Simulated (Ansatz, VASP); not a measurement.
**ZnSb2C: VASP beside Ansatz**

INCAR

```
SYSTEM = ZnSb2C
PREC = Accurate ; ENCUT = 520
EDIFF = 1E-7 ; ISMEAR = 0
SIGMA = 0.2 ; LREAL = .False.
LASPH = .True. ; NELM = 80
ALGO = Normal ; ISIF = 2
LWAVE = .False. ; LCHARG = .True.
GGA = PS ; LELF = .True.
LVHAR = .True. ; NBANDS = 21
```

File KPOINTS:

```
regular mesh
0
Gamma
  4 4 4
  0 0 0
```

POSCAR

```
ZnSb2C
1.0
    3.8273790815      0.0000000000      0.0000000000
    0.0000000000      3.8273790815      0.0000000000
    0.0000000000      0.0000000000      5.9708967051
Zn Sb C
1 2 1
Direct
    0.0000000000      0.0000000000      0.0000000000
    0.0000000000      0.5000000000      0.2909733445
    0.5000000000      0.0000000000      0.7090266555
    0.5000000000      0.5000000000      0.5000000000
```

Input for Ansatz:

```yaml
crystal:
  lattice:
    - [3.8273790815, 0.0, 0.0]
    - [0.0, 3.8273790815, 0.0]
    - [0.0, 0.0, 5.9708967051]
  atoms:
    - { symbol: Zn, position: [0.0, 0.0, 0.0] }
    - { symbol: Sb, position: [0.0, 0.5, 0.2909733445] }
    - { symbol: C, position: [0.5, 0.5, 0.5] }
    - { symbol: Sb, position: [0.5, 0.0, 0.7090266555] }
kpoints:
  mp_grid: { grid: [4, 4, 4] }
hamiltonian:
  xc: pbesol
scf:
  occupations: { method: gaussian, width: 0.2 }
  n_extra_bands: 5
output:
  forces: true
  stress: true
  eigenvalues: true
```

Alike in both runs: task single point; functional PBEsol; k mesh 4 × 4 × 4; occupations gaussian, width 0.2 eV; no spin polarisation.

|  | VASP | Ansatz |
| --- | --- | --- |
| version | VASP 6.6.1 | Ansatz 0.2.0 |
| potentials or method | VASP PAW PBE potentials, release 64 (Zn, Sb, C) | plane waves |
| plane-wave cutoff (eV) | 520 | 420 |
| valence electrons in the cell | 26 | 46 |

|  | VASP | Ansatz | Ansatz less VASP |
| --- | --- | --- | --- |
| pressure (GPa) | -0.9 | -1.2 | -0.22 |
| largest component of the traceless stress (GPa) | 0.25 | 0.24 | -0.002 |
| rms of the force components (eV/Å) | 0.213 | 0.218 | +0.0053 |

The functional is the same, so the differences come from potentials, cutoffs and numerics. The two sets of potentials don't hold the same shells in valence.

Caveats: the k mesh is coarse (spacing up to 0.41 Å⁻¹), so the values aren't converged; the PAW data sets were made with another functional, which shifts forces and pressure a little (VASP). The runs have no spin-orbit coupling, so splittings on Sb are missing.
